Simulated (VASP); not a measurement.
Calculation: LDA (Ceperley-Alder, Perdew-Zunger), VASP's LDA PAW potentials (set 64) (plane waves; VASP).

Input for VASP

INCAR:
```
SYSTEM = AuAl2
PREC = Accurate; ENCUT = 400; LREAL = F
LASPH = T
EDIFF = 1E-6; NELM = 100; ALGO = Normal
LMAXMIX = 6
ISMEAR = 1; SIGMA = 0.1
IBRION = 2; NSW = 60; ISIF = 3
EDIFFG = -0.02
LWAVE = F; LCHARG = F
```

File POSCAR:
```
AuAl2
1
    0.0000000000     2.9792438141     2.9792438141
    2.9792438141     0.0000000000     2.9792438141
    2.9792438141     2.9792438141    -0.0000000000
Al Au
2 1
Direct
  0.2500000000   0.2500000000   0.2500000000
  0.7500000000   0.7500000000   0.7500000000
  0.0000000000   0.0000000000   0.0000000000
```

**KPOINTS**
```
Automatic mesh
0
Gamma
8 8 8
0 0 0
```

POTCAR, in this order: Al Au (LDA.64 set). Program: vasp_std.

Unless said otherwise, spin-orbit coupling is left out, though it shifts the bands of the heavy elements here.

Q: Predict the energy per atom (σ→0), band gap (on the k-mesh).

A: 
```json
{
 "energy per atom (σ→0)": "-4.765 eV/atom",
 "band gap (on the k-mesh)": "none (metal, semimetal or under 0.01 eV)"
}
```

**OSZICAR**
```
...
DAV:   6    -0.144284562698E+02    0.12437E+01   -0.64831E+00   788   0.285E+01    0.393E+00
DAV:   7    -0.143381298841E+02    0.90326E-01   -0.28527E-01   728   0.617E+00    0.184E+00
DAV:   8    -0.142980377956E+02    0.40092E-01   -0.30713E-02   820   0.124E+00    0.407E-01
DAV:   9    -0.142965384911E+02    0.14993E-02   -0.30302E-03   808   0.630E-01    0.214E-01
DAV:  10    -0.142965558282E+02   -0.17337E-04   -0.14176E-04   804   0.112E-01    0.383E-02
DAV:  11    -0.142965498867E+02    0.59415E-05   -0.82865E-06   828   0.246E-02    0.124E-02
DAV:  12    -0.142965497768E+02    0.10993E-06   -0.84075E-07   484   0.102E-02
   1 F= -.14296550E+02 E0= -.14296150E+02  d E =-.142965E+02
```

The compound is AuAl2 in the fluorite structure. It was relaxed first. The start is the result of an earlier pass. The electron count is odd and the run is not spin-polarised, which forces a metal.
